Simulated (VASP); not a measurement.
```xyz
12
Lattice="3.8634 0.0000 0.0000 0.0000 5.4637 0.0000 0.0000 0.0000 26.6005" Properties=species:S:1:pos:R:3 pbc="T T T"
Mg     0.0000     0.0000     8.4710
Mg     1.9317     2.7319    10.4027
Mg     0.0000     0.0000    12.3344
Mg     1.9317     2.7319    14.2661
Mg     0.0000     0.0000    16.1978
Mg     1.9317     2.7319    18.1296
Se     1.9317     0.0000    10.4027
Se     0.0000     2.7319     8.4710
Se     1.9317     0.0000    14.2661
Se     0.0000     2.7319    12.3344
Se     1.9317     0.0000    18.1296
Se     0.0000     2.7319    16.1978
```

Computed with r2SCAN meta-GGA, VASP's PBE PAW potentials (set 64) (plane waves; VASP). Run with PREC = Normal, EDIFF = 1E-5, 400 eV cut-off, 5×4×1 Γ-centred mesh, Gaussian smearing of 0.050 eV, potentials Mg Se.

### Question
The ions are relaxed. What does this cell relax into?

### Answer

```xyz
12
Lattice="3.8634 0.0000 0.0000 0.0000 5.4637 0.0000 0.0000 0.0000 26.6005" Properties=species:S:1:pos:R:3 pbc="T T T"
Mg     0.0000     0.0000     8.7815
Mg     1.9317     2.7319    10.1430
Mg     0.0000     0.0000    12.4966
Mg     1.9317     2.7319    14.1040
Mg     0.0000     0.0000    16.4576
Mg     1.9317     2.7319    17.8190
Se     1.9317     0.0000    10.4485
Se     0.0000     2.7319     8.3651
Se     1.9317     0.0000    14.3169
Se     0.0000     2.7319    12.2836
Se     1.9317     0.0000    18.2355
Se     0.0000     2.7319    16.1520
```

### Question
How much energy does the relaxation gain?

### Answer
The energy (σ→0) changes by -39.5 meV/atom, in 11 ionic steps.

The cell is a thin slab with vacuum, built from MgSe (rock salt): (110) face.
